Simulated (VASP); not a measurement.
Here is the system:

```yaml
crystal:
  lattice:
    - [2.90691, 0.00000, 0.00000]
    - [0.00000, 2.90691, 0.00000]
    - [0.00000, 0.00000, 2.90691]
  atoms:
    - { symbol: Zn, position: [0.50000, 0.50000, 0.50000] }
    - { symbol: Cu, position: [0.00000, 0.00000, 0.00000] }
```

The numbers are results of PBEsol GGA, VASP's PBE PAW potentials (set 64) (plane waves; VASP 6.6.1), not measurements. Numerical set-up: 400 eV cut-off, Gaussian smearing of 0.050 eV, potentials Zn Cu.

Estimate the band gap (along the path) with the smallest direct gap where there is one.

- band gap (along the path): none (metal, semimetal or under 0.01 eV)

Only differences to runs with the same potentials and settings are physical.

The compound is CuZn in the CsCl type structure. It was relaxed first. The electron count is odd and the run is not spin-polarised, which forces a metal.
